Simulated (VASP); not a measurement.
An input for Ansatz (written as the equivalent of a VASP run, and not itself run):

Ansatz 0.2 input:
```yaml
crystal:
  lattice:
    - [0.0000000, 3.4989786, 3.4989786]
    - [3.4989786, 0.0000000, 3.4989786]
    - [3.4989786, 3.4989786, 0.0000000]
  atoms:
    - { symbol: Sr, position: [1.0000000, 1.0000000, 1.0000000] }
    - { symbol: Cl, position: [0.2500000, 0.2500000, 0.2500000] }
    - { symbol: Cl, position: [0.7500000, 0.7500000, 0.7500000] }
kpoints:
  mp_grid: { grid: [5, 5, 5] }
hamiltonian:
  xc: r2scan
  pseudopotentials: { kind: paw }
scf:
  occupations: { method: gaussian, width: 0.05 }
  max_iter: 100
relax:
  max_steps: 60
  f_tol: 0.02
  cell: {}
output: { forces: true, stress: true, eigenvalues: true }
```

Task: Write the VASP files for the same calculation (r2SCAN).

Result: This is not unique; one that fits is 
POSCAR:
```
SrCl2
1
    0.0000000000     3.4989786291     3.4989786291
    3.4989786291    -0.0000000000     3.4989786291
    3.4989786291     3.4989786291     0.0000000000
Sr Cl
1 2
Direct
  1.0000000000   1.0000000000   1.0000000000
  0.2500000000   0.2500000000   0.2500000000
  0.7500000000   0.7500000000   0.7500000000
```

INCAR:
```
! general
SYSTEM   =  SrCl2
PREC     =  Accurate
ENCUT    =  520
LREAL    =  .False.
LASPH    =  .True.

! electronic loop
EDIFF    =  1E-6
NELM     =  100
ALGO     =  Normal
LMAXMIX  =  4
LMIXTAU  =  .True.

! smearing
ISMEAR   =  0
SIGMA    =  0.05

! functional
METAGGA  =  R2SCAN

! ions
IBRION   =  2
NSW      =  60
ISIF     =  3
EDIFFG   =  -0.02

! output
LWAVE    =  .False.
LCHARG   =  .False.
```

File KPOINTS:
```
Automatic mesh
0
Gamma
5 5 5
0 0 0
```

POTCAR, in this order: Sr_sv Cl (PBE.64 set). Program: vasp_std.

Limits of the translation: each code has its own PAW files, so the cut-off isn't converted (ENCUT is set for VASP's; basis.ecutwfc is left out, and Ansatz then takes the one that its files recommend); Ansatz stops its SCF on the density residual and VASP on the energy change (EDIFF).

The compound is SrCl2 in the fluorite structure. It was relaxed first. The start is the result of an earlier pass.
